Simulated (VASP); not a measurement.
OSZICAR of a VASP run on PtS2:

OSZICAR:
```
       N       E                     dE             d eps       ncg     rms          rms(c)
DAV:   1     0.211013463051E+04    0.21101E+04   -0.16048E+05  1896   0.124E+03
DAV:   2    -0.148930071317E+03   -0.22591E+04   -0.21672E+04  2227   0.269E+02
DAV:   3    -0.324616290286E+03   -0.17569E+03   -0.16954E+03  2152   0.718E+01
DAV:   4    -0.329900647283E+03   -0.52844E+01   -0.52384E+01  2224   0.136E+01
DAV:   5    -0.330087526119E+03   -0.18688E+00   -0.18675E+00  2272   0.226E+00    0.804E+01
DAV:   6    -0.310378006014E+03    0.19710E+02   -0.13872E+02  1937   0.323E+01    0.541E+01
DAV:   7    -0.306596846563E+03    0.37812E+01   -0.28254E+01  1921   0.160E+01    0.206E+01
DAV:   8    -0.306093407762E+03    0.50344E+00   -0.25661E+00  2056   0.293E+00    0.631E+00
DAV:   9    -0.305875456424E+03    0.21795E+00   -0.53850E-01  1979   0.233E+00    0.141E+00
DAV:  10    -0.305881792609E+03   -0.63362E-02   -0.83426E-02  2112   0.540E-01    0.693E-01
DAV:  11    -0.305882335223E+03   -0.54261E-03   -0.27839E-03  2115   0.100E-01    0.270E-01
DAV:  12    -0.305882124504E+03    0.21072E-03   -0.10044E-03  1968   0.964E-02    0.718E-02
DAV:  13    -0.305882125000E+03   -0.49545E-06   -0.95732E-05  2163   0.195E-02    0.485E-02
DAV:  14    -0.305882129783E+03   -0.47833E-05   -0.29377E-05  1976   0.978E-03    0.107E-02
DAV:  15    -0.305882128238E+03    0.15452E-05   -0.18274E-06  1976   0.241E-03    0.927E-03
DAV:  16    -0.305882128613E+03   -0.37485E-06   -0.10484E-06  1976   0.233E-03    0.258E-03
DAV:  17    -0.305882128668E+03   -0.55014E-07   -0.99023E-08  1003   0.685E-04
   1 F= -.30588213E+03 E0= -.30588213E+03  d E =-.806655E-07
 Found     4 degrees of freedom:
       N       E                     dE             d eps       ncg     rms          rms(c)
DAV:   1    -0.305878197932E+03    0.39307E-02   -0.12052E+00  2854   0.152E+00    0.343E-01
DAV:   2    -0.305879785191E+03   -0.15873E-02   -0.16679E-02  3134   0.263E-01    0.124E-01
DAV:   3    -0.305879634916E+03    0.15028E-03   -0.56761E-04  3129   0.456E-02    0.753E-02
DAV:   4    -0.305879583964E+03    0.50952E-04   -0.26449E-04  3064   0.261E-02    0.193E-02
DAV:   5    -0.305879582692E+03    0.12718E-05   -0.10697E-05  3152   0.843E-03    0.921E-03
DAV:   6    -0.305879582617E+03    0.75528E-07   -0.24037E-06  3088   0.471E-03    0.402E-03
DAV:   7    -0.305879582524E+03    0.92252E-07   -0.55239E-07  2960   0.220E-03
   2 F= -.30587958E+03 E0= -.30587958E+03  d E =-.838893E-07
       N       E                     dE             d eps       ncg     rms          rms(c)
DAV:   1    -0.305875405037E+03    0.41776E-02   -0.39237E+00  2844   0.291E+00    0.613E-01
DAV:   2    -0.305880240020E+03   -0.48350E-02   -0.52801E-02  3129   0.462E-01    0.239E-01
DAV:   3    -0.305879718821E+03    0.52120E-03   -0.19688E-03  3094   0.840E-02    0.136E-01
DAV:   4    -0.305879589057E+03    0.12976E-03   -0.76693E-04  3040   0.457E-02    0.348E-02
DAV:   5    -0.305879583638E+03    0.54189E-05   -0.38564E-05  3144   0.173E-02    0.171E-02
DAV:   6    -0.305879582875E+03    0.76252E-06   -0.90779E-06  3024   0.924E-03    0.784E-03
DAV:   7    -0.305879582551E+03    0.32401E-06   -0.20387E-06  2984   0.375E-03    0.295E-03
DAV:   8    -0.305879582512E+03    0.39428E-07   -0.27512E-07  2352   0.118E-03
   3 F= -.30587958E+03 E0= -.30587958E+03  d E =-.838827E-07
       N       E                     dE             d eps       ncg     rms          rms(c)
DAV:   1    -0.305877324994E+03    0.22576E-02   -0.24191E+00  1896   0.235E+00    0.334E-01
DAV:   2    -0.305880422935E+03   -0.30979E-02   -0.32256E-02  2086   0.369E-01    0.173E-01
DAV:   3    -0.305880171211E+03    0.25172E-03   -0.10302E-03  2099   0.597E-02    0.950E-02
DAV:   4    -0.305880089279E+03    0.81933E-04   -0.41041E-04  2032   0.332E-02    0.192E-02
DAV:   5    -0.305880080971E+03    0.83080E-05   -0.30126E-05  2088   0.121E-02    0.106E-02
DAV:   6    -0.305880077343E+03    0.36274E-05   -0.95402E-06  2000   0.670E-03    0.462E-03
DAV:   7    -0.305880076128E+03    0.12154E-05   -0.21408E-06  2112   0.340E-03    0.183E-03
DAV:   8    -0.305880075621E+03    0.50676E-06   -0.52499E-07  2040   0.157E-03    0.927E-04
DAV:   9    -0.305880075220E+03    0.40113E-06   -0.13413E-07  1128   0.117E-03    0.494E-04
DAV:  10    -0.305880074824E+03    0.39582E-06   -0.28937E-07  1560   0.148E-03    0.270E-04
DAV:  11    -0.305880074595E+03    0.22927E-06   -0.20857E-07  1168   0.133E-03    0.285E-04
DAV:  12    -0.305880074484E+03    0.11075E-06   -0.14888E-07  1032   0.109E-03    0.234E-04
DAV:  13    -0.305880074422E+03    0.62599E-07   -0.88684E-08  1208   0.953E-04
   4 F= -.30588007E+03 E0= -.30588007E+03  d E =-.822254E-07
       N       E                     dE             d eps       ncg     rms          rms(c)
DAV:   1    -0.305874397587E+03    0.56769E-02   -0.48666E+00  1896   0.321E+00    0.546E-01
DAV:   2    -0.305880979631E+03   -0.65820E-02   -0.68330E-02  2097   0.517E-01    0.247E-01
DAV:   3    -0.305880299892E+03    0.67974E-03   -0.23560E-03  2091   0.880E-02    0.154E-01
DAV:   4    -0.305880086368E+03    0.21352E-03   -0.13618E-03  1968   0.574E-02    0.338E-02
DAV:   5    -0.305880076089E+03    0.10278E-04   -0.70525E-05  2104   0.194E-02    0.189E-02
DAV:   6    -0.305880074273E+03    0.18159E-05   -0.16422E-05  2016   0.101E-02    0.951E-03
DAV:   7    -0.305880074446E+03   -0.17217E-06   -0.20333E-06  2016   0.417E-03    0.312E-03
DAV:   8    -0.305880074410E+03    0.35667E-07   -0.29522E-07  1760   0.120E-03
   5 F= -.30588007E+03 E0= -.30588007E+03  d E =-.822204E-07
       N       E                     dE             d eps       ncg     rms          rms(c)
DAV:   1    -0.305878549512E+03    0.15249E-02   -0.14236E+00  3792   0.183E+00    0.354E-01
DAV:   2    -0.305881113804E+03   -0.25643E-02   -0.27614E-02  4219   0.327E-01    0.169E-01
DAV:   3    -0.305880912447E+03    0.20136E-03   -0.80692E-04  4200   0.578E-02    0.105E-01
DAV:   4    -0.305880836275E+03    0.76172E-04   -0.35528E-04  4096   0.344E-02    0.365E-02
DAV:   5    -0.305880835582E+03    0.69368E-06   -0.35205E-05  4168   0.180E-02    0.123E-02
DAV:   6    -0.305880834643E+03    0.93923E-06   -0.44476E-06  4064   0.712E-03    0.853E-03
DAV:   7    -0.305880834440E+03    0.20213E-06   -0.12074E-06  4216   0.231E-03    0.362E-03
DAV:   8    -0.305880834379E+03    0.61133E-07   -0.48827E-07  3704   0.135E-03
   6 F= -.30588083E+03 E0= -.30588083E+03  d E =-.813541E-07
       N       E                     dE             d eps       ncg     rms          rms(c)
DAV:   1    -0.305878458531E+03    0.23759E-02   -0.70763E-01  3792   0.124E+00    0.426E-01
DAV:   2    -0.305880900955E+03   -0.24424E-02   -0.28107E-02  4280   0.292E-01    0.196E-01
DAV:   3    -0.305880858196E+03    0.42759E-04   -0.68132E-04  4280   0.658E-02    0.102E-01
DAV:   4    -0.305880841412E+03    0.16784E-04   -0.16844E-04  4128   0.415E-02    0.513E-02
DAV:   5    -0.305880836374E+03    0.50382E-05   -0.40695E-05  4056   0.224E-02    0.103E-02
DAV:   6    -0.305880835330E+03    0.10444E-05   -0.50907E-06  4224   0.531E-03    0.875E-03
DAV:   7    -0.305880835129E+03    0.20070E-06   -0.11819E-06  4192   0.211E-03    0.530E-03
DAV:   8    -0.305880835078E+03    0.51285E-07   -0.28097E-07  2904   0.115E-03
   7 F= -.30588084E+03 E0= -.30588084E+03  d E =-.813587E-07
       N       E                     dE             d eps       ncg     rms          rms(c)
DAV:   1    -0.305879356765E+03    0.14784E-02   -0.47381E-01  1896   0.102E+00    0.286E-01
DAV:   2    -0.305880802038E+03   -0.14453E-02   -0.16297E-02  2147   0.219E-01    0.131E-01
DAV:   3    -0.305880804290E+03   -0.22518E-05   -0.37771E-04  2216   0.400E-02    0.747E-02
DAV:   4    -0.305880788811E+03    0.15479E-04   -0.51390E-05  2128   0.194E-02    0.265E-02
DAV:   5    -0.305880786154E+03    0.26567E-05   -0.16353E-05  2112   0.124E-02    0.985E-03
DAV:   6    -0.305880785565E+03    0.58902E-06   -0.24133E-06  2096   0.469E-03    0.776E-03
DAV:   7    -0.305880785269E+03    0.29604E-06   -0.68387E-07  2152   0.183E-03    0.391E-03
DAV:   8    -0.305880785115E+03    0.15461E-06   -0.21629E-07  1480   0.141E-03    0.132E-03
DAV:   9    -0.305880785079E+03    0.35972E-07   -0.15698E-07  1048   0.102E-03
   8 F= -.30588079E+03 E0= -.30588079E+03  d E =-.927737E-07
       N       E                     dE             d eps       ncg     rms          rms(c)
DAV:   1    -0.305878100067E+03    0.26850E-02   -0.95151E-01  1906   0.132E+00    0.690E-01
DAV:   2    -0.305881172979E+03   -0.30729E-02   -0.38205E-02  2112   0.309E-01    0.228E-01
DAV:   3    -0.305881172184E+03    0.79540E-06   -0.89220E-04  2152   0.655E-02    0.144E-01
DAV:   4    -0.305881143082E+03    0.29102E-04   -0.12916E-04  2096   0.285E-02    0.706E-02
DAV:   5    -0.305881140919E+03    0.21632E-05   -0.54266E-05  2112   0.199E-02    0.165E-02
DAV:   6    -0.305881140063E+03    0.85551E-06   -0.63112E-06  2040   0.819E-03    0.164E-02
DAV:   7    -0.305881139649E+03    0.41433E-06   -0.17441E-06  2128   0.271E-03    0.929E-03
DAV:   8    -0.305881139574E+03    0.74706E-07   -0.56056E-07  2016   0.131E-03
   9 F= -.30588114E+03 E0= -.30588114E+03  d E =-.717602E-07
```

### Question
Which electronic solver shows in the log?

### Answer
It is blocked Davidson (ALGO = Normal, or the opening steps of other solvers). The INCAR had ALGO = Normal.

### Question
Can the final energy be trusted as converged?

### Answer
The run converged. It stopped with EDIFF = 1E-7, NELM = 100 (PBEsol GGA, plane waves, VASP's PBE PAW potentials (set 64)).

The cell is a supercell, built from PtS2 (1T layered).
